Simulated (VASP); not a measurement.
# G0W0 gap of CdS (Hawleyite) against strain, part 2 of 4

How does the quasiparticle gap of CdS (Hawleyite) follow strain, and does the starting functional get the slope right? The cell is of the zinc-blende type, one of the forms listed for this formula, which need not be the common one. The start is a cell from a database of measured crystal structures.

VASP 6.6.1, plane waves and PAW; the level of theory is named at each step.

So far, gap on the k-mesh (eV): step 3 (empty bands) 1.14.

## 4. G0W0

This step: G0W0 on PBE; plane waves and PAW (Cd_GW, S_GW) (VASP 6.6.1).

G0W0 keeps orbitals and screening fixed and shifts each of the lowest NBANDSGW levels once.

Input file INCAR:

```
SYSTEM = CdS
PREC = Accurate
ENCUT = 300
ISMEAR = 0
SIGMA = 0.01
LREAL = .FALSE.
GGA = PE
NBANDS = 208
ALGO = EVGW0
NELMGW = 1
ENCUTGW = 150
NOMEGA = 48
PRECFOCK = Fast
NBANDSGW = 24
LWAVE = .FALSE.
LCHARG = .FALSE.
```

Input file POSCAR:

```
CdS
1.0
    0.0000000000      2.9165000000      2.9165000000
    2.9165000000      0.0000000000      2.9165000000
    2.9165000000      2.9165000000      0.0000000000
Cd S
1 1
Direct
    0.0000000000      0.0000000000      0.0000000000
    0.7500000000      0.7500000000      0.7500000000
```

Input file KPOINTS:

```
Automatic mesh
0
Gamma
6 6 6
0 0 0
```

The projector-augmented-wave data sets are Cd_GW and S_GW (PBE family, release 64).

The run is started by

```
$ mpirun -np 8 vasp_std
```

The log of the run:

```text
[banner, memory and clock lines left out]
running    8 mpi-ranks, on    1 nodes
 distrk:  each k-point on    8 cores,    1 groups
 distr:  one band on    1 cores,    8 groups

 POSCAR found type information on POSCAR CdS
 POSCAR found :  2 types and       2 ions
 [... a notice as in an earlier step ...]

|                                                                             |
|           W    W    AA    RRRRR   N    N  II  N    N   GGGG   !!!           |
|           W    W   A  A   R    R  NN   N  II  NN   N  G    G  !!!           |
|           W    W  A    A  R    R  N N  N  II  N N  N  G       !!!           |
|           W WW W  AAAAAA  RRRRR   N  N N  II  N  N N  G  GGG   !            |
|           WW  WW  A    A  R   R   N   NN  II  N   NN  G    G                |
|           W    W  A    A  R    R  N    N  II  N    N   GGGG   !!!           |
|                                                                             |
|     The default for ENCUTGWSOFT is different in this version of VASP.       |
|     please manually set ENCUTGWSOFT =150 in the INCAR file.                 |
|                                                                             |

 LDA part: xc-table for (Slater+PW92), standard interpolation
 found WAVECAR, reading the header
 POSCAR, INCAR and KPOINTS ok, starting setup
 FFT: planning ... GRIDC
 FFT: planning ... GRID_SOFT
 FFT: planning ... GRID
 reading WAVECAR
 the WAVECAR file was read successfully
 initial charge from wavefunction
 available memory per node:     37.37 GB, setting MAXMEM to     38270

 The Fermi energy was updated, please check that it is located mid-gap
 values below the HOMO (VB) or above the LUMO (CB) will cause erroneous energies
 E-fermi :   3.2245

 calculate exact exchange contribution
 the WAVEDER file was read successfully
energies w=
    0.000    0.000    0.497    0.000    0.993    0.000    1.484    0.000
    1.970    0.000    2.449    0.000    2.919    0.000    3.382    0.000
    3.835    0.000    4.281    0.000    4.718    0.000    5.148    0.000
    5.572    0.000    5.991    0.000    6.406    0.000    6.820    0.000
    7.232    0.000    7.646    0.000    8.062    0.000    8.484    0.000
    8.912    0.000    9.350    0.000    9.800    0.000   10.265    0.000
   10.748    0.000   11.253    0.000   11.785    0.000   12.349    0.000
   12.950    0.000   13.597    0.000   14.298    0.000   15.063    0.000
   15.908    0.000   16.849    0.000   17.908    0.000   19.115    0.000
   20.506    0.000   22.135    0.000   24.074    0.000   26.425    0.000
   29.340    0.000   33.056    0.000   37.955    0.000   44.703    0.000
   54.578    0.000   70.362    0.000   99.514    0.000  171.064    0.000
 responsefunction array rank=     216
 LDA part: xc-table for (Slater+PW92), standard interpolation

 min. memory requirement per mpi rank    264.3 MB, per node   2114.3 MB

 allocating   6 responsefunctions rank=   216
 shmem allocating  48 responsefunctions rank=   216
 response function shared by NCSHMEM nodes    1
 Doing            6  frequencies on each core in blocks of           48
NQ=   1    0.0000    0.0000    0.0000,
|.........|.........|.........|.........|.........|.........|.........|.........
 performed        933000 updates of chi_q(r,r)
 total number of BLAS operations        244.65 Gflops
NQ=   2    0.1667    0.0000    0.0000,
|.........|.........|.........|.........|.........|.........|.........|.........
 performed       2545000 updates of chi_q(r,r)
 total number of BLAS operations        725.12 Gflops
NQ=   3    0.3333    0.0000    0.0000,
|.........|.........|.........|.........|.........|.........|.........|.........
 performed       4157000 updates of chi_q(r,r)
 total number of BLAS operations       1267.20 Gflops
NQ=   4    0.5000    0.0000    0.0000,
|.........|.........|.........|.........|.........|.........|.........|.........
 performed       5529000 updates of chi_q(r,r)
 total number of BLAS operations       1751.51 Gflops
NQ=   5    0.1667    0.1667    0.0000,
|.........|.........|.........|.........|.........|.........|.........|.........
 performed       7141000 updates of chi_q(r,r)
 total number of BLAS operations       2277.83 Gflops
NQ=   6    0.3333    0.1667    0.0000,
|.........|.........|.........|.........|.........|.........|.........|.........
 performed       9611000 updates of chi_q(r,r)
 total number of BLAS operations       3116.71 Gflops
NQ=   7    0.5000    0.1667    0.0000,
|.........|.........|.........|.........|.........|.........|.........|.........
 performed      12081000 updates of chi_q(r,r)
 total number of BLAS operations       3931.32 Gflops
NQ=   8   -0.3333    0.1667    0.0000,
|.........|.........|.........|.........|.........|.........|.........|.........
 performed      14551000 updates of chi_q(r,r)
 total number of BLAS operations       4811.41 Gflops
NQ=   9   -0.1667    0.1667    0.0000,
|.........|.........|.........|.........|.........|.........|.........|.........
 performed      16702000 updates of chi_q(r,r)
 total number of BLAS operations       5556.07 Gflops
NQ=  10    0.3333    0.3333    0.0000,
|.........|.........|.........|.........|.........|.........|.........|.........
 performed      18314000 updates of chi_q(r,r)
 total number of BLAS operations       6103.45 Gflops
NQ=  11    0.5000    0.3333    0.0000,
|.........|.........|.........|.........|.........|.........|.........|.........
 performed      20784000 updates of chi_q(r,r)
 total number of BLAS operations       6966.94 Gflops
NQ=  12   -0.3333    0.3333    0.0000,
|.........|.........|.........|.........|.........|.........|.........|.........
 performed      22935000 updates of chi_q(r,r)
 total number of BLAS operations       7740.51 Gflops
NQ=  13    0.5000    0.5000    0.0000,
|.........|.........|.........|.........|.........|.........|.........|.........
 performed      24167000 updates of chi_q(r,r)
 total number of BLAS operations       8159.09 Gflops
NQ=  14    0.5000    0.3333    0.1667,
|.........|.........|.........|.........|.........|.........|.........|.........
 performed      26937000 updates of chi_q(r,r)
 total number of BLAS operations       9136.53 Gflops
NQ=  15   -0.3333    0.3333    0.1667,
|.........|.........|.........|.........|.........|.........|.........|.........
 performed      29547000 updates of chi_q(r,r)
 total number of BLAS operations      10040.15 Gflops
NQ=  16   -0.3333    0.5000    0.1667,
|.........|.........|.........|.........|.........|.........|.........|.........
 performed      31708000 updates of chi_q(r,r)
 total number of BLAS operations      10788.27 Gflops
 resolving degeneracies of screened two electron integrals

 calculate QP shifts <psi_nk| G(iteration)W_0 |psi_nk>: iteration 1
 entering main loop
```

Run time: 1.8 min. Hardware: 8 MPI ranks of Intel Xeon 6975P-C (Granite Rapids), shared host; peak memory 2.4 GiB.

From OUTCAR (step 4):

```text
The static configuration has the point symmetry T_d .

 Found     16 irreducible k-points:

   k-points           NKPTS =     16   k-points in BZ     NKDIM =    216   number of bands    NBANDS=    208

   NELECT =      18.0000    total number of electrons

 E-fermi :   3.2245

 QP shifts <psi_nk| G(iteration)W_0 |psi_nk>: iteration 1
 for sc-GW calculations column KS-energies equals QP-energies in previous step
 and V_xc(KS)=  KS-energies - (<T + V_ion + V_H > + <T+V_H+V_ion>^1  + <V_x>^1)
 k-point   1 :       0.0000    0.0000    0.0000
  band No.  KS-energies  QP-energies   sigma(KS)   V_xc(KS)     V^pw_x(r,r')   Z            occupation Imag(sigma)
    ...
      6      -4.5718      -6.5524     -18.2702     -15.5013     -23.1775       0.7153       2.0000       0.2298
      7       2.6569       1.8584     -14.8936     -13.8285     -16.6157       0.7496       2.0000       0.0721
      8       2.6569       1.8584     -14.8936     -13.8285     -16.6157       0.7496       2.0000       0.0721
      9       2.6569       1.8584     -14.8936     -13.8285     -16.6157       0.7496       2.0000       0.0721
     10       3.7921       3.8588      -9.7626      -9.8469      -6.1353       0.7912       0.0000      -0.0576
     11       9.1887       9.5515      -9.3291      -9.7968      -4.9554       0.7756       0.0000      -0.0784
     12       9.1887       9.5515      -9.3291      -9.7968      -4.9554       0.7756       0.0000      -0.0784
     13       9.1887       9.5515      -9.3291      -9.7968      -4.9554       0.7756       0.0000      -0.0784
    ...

 k-point   2 :       0.1667    0.0000    0.0000
  band No.  KS-energies  QP-energies   sigma(KS)   V_xc(KS)     V^pw_x(r,r')   Z            occupation Imag(sigma)
    ...
      6      -4.5725      -6.5499     -18.2645     -15.4964     -23.1742       0.7144       2.0000       0.2304
      7       1.1482       0.2762     -13.7270     -12.5508     -15.5225       0.7414       2.0000       0.0793
      8       2.4516       1.6380     -14.7364     -13.6464     -16.5131       0.7464       2.0000       0.0717
      9       2.4516       1.6380     -14.7364     -13.6464     -16.5131       0.7464       2.0000       0.0717
     10       4.9554       5.0857     -10.4657     -10.6327      -6.8437       0.7801       0.0000      -0.0558
     11       8.8439       9.1367      -9.3631      -9.7410      -5.0110       0.7747       0.0000      -0.0799
     12       9.5029       9.8764      -9.4246      -9.9096      -4.9611       0.7700       0.0000      -0.0835
     13       9.5029       9.8764      -9.4246      -9.9096      -4.9611       0.7700       0.0000      -0.0835
    ...

 k-point   3 :       0.3333    0.0000    0.0000
  band No.  KS-energies  QP-energies   sigma(KS)   V_xc(KS)     V^pw_x(r,r')   Z            occupation Imag(sigma)
    ...
      6      -4.5551      -6.5336     -18.2887     -15.5217     -23.2084       0.7150       2.0000       0.2332
      7      -0.7475      -1.7187     -13.1762     -11.8186     -15.7804       0.7154       2.0000       0.1247
      8       2.0782       1.2390     -14.4791     -13.3483     -16.3604       0.7422       2.0000       0.0711
      9       2.0782       1.2390     -14.4791     -13.3483     -16.3604       0.7422       2.0000       0.0711
     10       5.6255       5.8419      -9.8915     -10.1682      -5.8838       0.7820       0.0000      -0.0587
     11       9.3649       9.5936      -9.6512      -9.9542      -5.0538       0.7550       0.0000      -0.1089
     12       9.7313      10.0793      -9.3262      -9.7799      -4.8553       0.7671       0.0000      -0.0880
     13       9.7313      10.0793      -9.3262      -9.7799      -4.8553       0.7671       0.0000      -0.0880
    ...

[... 7 parts as in an earlier step ...]

[... 5 further parts left out ...]
```

This step gave:

```
quasiparticle gap on the mesh                 : 2.000 eV
smallest direct quasiparticle gap on the mesh : 2.000 eV
gap of the starting orbitals on the mesh      : 1.135 eV
```

GW takes the gap from 1.135 to 2.000 eV. Spin-orbit coupling is left out. The value holds for 208 bands, ENCUTGW = 150 eV and this mesh, and isn't shown to be converged in them.

## 5. Ground state of a strained cell, scale 0.94

This step: PBE; plane waves and PAW (Cd_GW, S_GW) (VASP 6.6.1).

The volume is scaled by 0.94, at the same cutoff, mesh and band count, and the chain is run again.

Input file INCAR:

```
SYSTEM = CdS
PREC = Accurate
ENCUT = 300
EDIFF = 1E-08
NELM = 100
ISMEAR = 0
SIGMA = 0.01
LREAL = .FALSE.
ALGO = Normal
GGA = PE
NBANDS = 15
LORBIT = 11
LWAVE = .TRUE.
LCHARG = .FALSE.
KPAR = 8
```

Input file POSCAR:

```
CdS
1.0
    0.0000000000      2.8569628861      2.8569628861
    2.8569628861      0.0000000000      2.8569628861
    2.8569628861      2.8569628861      0.0000000000
Cd S
1 1
Direct
    0.0000000000      0.0000000000      0.0000000000
    0.7500000000      0.7500000000      0.7500000000
```

KPOINTS is that of step 4.

The run is started by

```
$ mpirun -np 8 vasp_std
```

The log of the run:

```text
[banner, memory and clock lines left out]
running    8 mpi-ranks, on    1 nodes
 distrk:  each k-point on    1 cores,    8 groups
 distr:  one band on    1 cores,    1 groups

 POSCAR found type information on POSCAR CdS
 POSCAR found :  2 types and       2 ions
 [... a notice as in an earlier step ...]

 LDA part: xc-table for (Slater+PW92), standard interpolation
 POSCAR, INCAR and KPOINTS ok, starting setup
 FFT: planning ... GRIDC
 FFT: planning ... GRID_SOFT
 FFT: planning ... GRID
 WAVECAR not read
 entering main loop
       N       E                     dE             d eps       ncg     rms          rms(c)
DAV:   1     0.641626350197E+02    0.64163E+02   -0.72731E+03   576   0.763E+02
DAV:   2    -0.348931688748E+01   -0.67652E+02   -0.65600E+02   676   0.228E+02
DAV:   3    -0.653169623178E+01   -0.30424E+01   -0.30331E+01   751   0.468E+01
DAV:   4    -0.661416254803E+01   -0.82466E-01   -0.82447E-01   728   0.582E+00
DAV:   5    -0.661781383177E+01   -0.36513E-02   -0.36513E-02   750   0.901E-01    0.834E+00
DAV:   6    -0.608765178545E+01    0.53016E+00   -0.77824E-01   599   0.123E+01    0.642E+00
DAV:   7    -0.606462020999E+01    0.23032E-01   -0.33538E-01   686   0.411E+00    0.244E+00
DAV:   8    -0.606273256496E+01    0.18876E-02   -0.32227E-02   639   0.218E+00    0.412E-01
DAV:   9    -0.606228713059E+01    0.44543E-03   -0.59945E-03   627   0.116E+00    0.780E-02
DAV:  10    -0.606224020816E+01    0.46922E-04   -0.68701E-04   706   0.307E-01    0.653E-02
DAV:  11    -0.606228682752E+01   -0.46619E-04   -0.27791E-04   629   0.160E-01    0.519E-02
DAV:  12    -0.606228410545E+01    0.27221E-05   -0.37494E-05   704   0.560E-02    0.217E-02
DAV:  13    -0.606228411016E+01   -0.47139E-08   -0.15371E-06   792   0.100E-02    0.208E-02
DAV:  14    -0.606228419457E+01   -0.84414E-07   -0.94881E-08   713   0.244E-03    0.268E-02
DAV:  15    -0.606228343224E+01    0.76233E-06   -0.65012E-06   571   0.157E-02    0.731E-03
DAV:  16    -0.606228347980E+01   -0.47555E-07   -0.51925E-07   882   0.515E-03    0.504E-03
DAV:  17    -0.606228348028E+01   -0.48794E-09   -0.39470E-09   461   0.540E-04
   1 F= -.60622835E+01 E0= -.60622835E+01  d E =-.124405E-61
 writing wavefunctions
```

It took 1.8 s on 8 MPI ranks; peak memory 1.1 GiB.

Parts of OUTCAR (step 5):

```text
   ENCUT  =  300.0 eV  22.05 Ry    4.70 a.u.   5.71  5.71  5.71*2*pi/ulx,y,z

   NELECT =      18.0000    total number of electrons

 E-fermi :   3.4132

 k-point     1 :       0.0000    0.0000    0.0000
  band No.  band energies     occupation
    ...
      5      -4.0916      2.00000
      6      -4.0916      2.00000
      7       3.2978      2.00000
      8       3.2978      2.00000
      9       3.2978      2.00000
     10       4.5620      0.00000
     11       9.8024      0.00000
     12       9.8024      0.00000
     13       9.8024      0.00000
     14      14.7990      0.00000
    ...

  Total        2.0980573      2.0980573      2.0980573      0.0000000      0.0000000      0.0000000
  in kB       72.0749143     72.0749143     72.0749143      0.0000000      0.0000000      0.0000000
  external PRESSURE =      72.0749143 kB  Pullay stress =       0.0000000 kB

 POSITION                                       TOTAL-FORCE (eV/Angst)
 -----------------------------------------------------------------------------------
      0.00000      0.00000      0.00000        -0.000000     -0.000000     -0.000000
      4.28544      4.28544      4.28544         0.000000      0.000000      0.000000
 -----------------------------------------------------------------------------------
    total drift:                               -0.000001     -0.000001     -0.000001

  FREE ENERGIE OF THE ION-ELECTRON SYSTEM (eV)
  ---------------------------------------------------
  free  energy   TOTEN  =        -6.0622834803 eV

  energy  without entropy=       -6.0622834803  energy(sigma->0) =       -6.06228348

[... 4 parts as in an earlier step ...]

[... 12 further parts left out ...]
```

Numbers from this step:

```
free energy (TOTEN)            : -6.062 eV
Fermi energy                   : 3.413 eV
pressure                       : 7.207 GPa
gap on the k-mesh              : 1.264 eV
least direct gap on the k-mesh : 1.264 eV
```

The run ends at a pressure of 7.21 GPa.

## 6. Empty bands, scale 0.94

The empty bands are made again, for the run that follows.

Input file INCAR:

```
SYSTEM = CdS
PREC = Accurate
ENCUT = 300
ISMEAR = 0
SIGMA = 0.01
LREAL = .FALSE.
GGA = PE
NBANDS = 208
ALGO = Exact
NELM = 1
LWAVE = .TRUE.
LCHARG = .FALSE.
LOPTICS = .TRUE.
NEDOS = 1000
CSHIFT = 0.1
```

POSCAR is that of step 5.

KPOINTS is that of step 5.

The run is started by

```
$ mpirun -np 8 vasp_std
```

The log of the run:

```text
[... set-up lines as in an earlier step ...]
 entering main loop
       N       E                     dE             d eps       ncg     rms          rms(c)
DIA:   1    -0.606228339632E+01   -0.60623E+01    0.00000E+00     0   0.000E+00
   1 F= -.60622834E+01 E0= -.60622834E+01  d E =-.327953E-13
 writing wavefunctions
 optical routines
 imaginary and real dielectric function
 recalculating local potential from charge density
 direction            1
 direction            2
 direction            3
```

Run time: 2.2 s. Hardware: 8 MPI ranks; peak memory 0.98 GiB; 14 s of CPU time.

Parts of OUTCAR (step 6):

```text
  Total        2.1035996      2.1035996      2.1035996      0.0000000      0.0000000      0.0000000
  in kB       72.2653100     72.2653100     72.2653100      0.0000000      0.0000000      0.0000000
  external PRESSURE =      72.2653100 kB  Pullay stress =       0.0000000 kB

  FREE ENERGIE OF THE ION-ELECTRON SYSTEM (eV)
  ---------------------------------------------------
  free  energy   TOTEN  =        -6.0622833963 eV

  energy  without entropy=       -6.0622833963  energy(sigma->0) =       -6.06228340

[... 3 parts as in an earlier step ...]

[... 1 further part left out ...]
[key lines of the parts left out:]
E-fermi :   3.3443
```

(Part 2 of 4 ends here.)

[Lines on the potential files, build, host, timing and source positions are cut from VASP's logs without a mark.]

[Logs are printed without paths, hosts, clocks, repeated set-up lines and the standing remarks that a program may print on its own settings, such as how far it seeks lower states.]

[Hosts, paths, dates, database ids (printed as entryN), source tags and the programs' standing remarks are cut or masked in the printed files.]

[Pressures printed for these runs are not shown converged in the cutoff: they can be off by several GPa and have the wrong sign.]

[In band tables of VASP the shares of atoms and orbitals are scaled to a sum of 1 inside the atoms' spheres.]
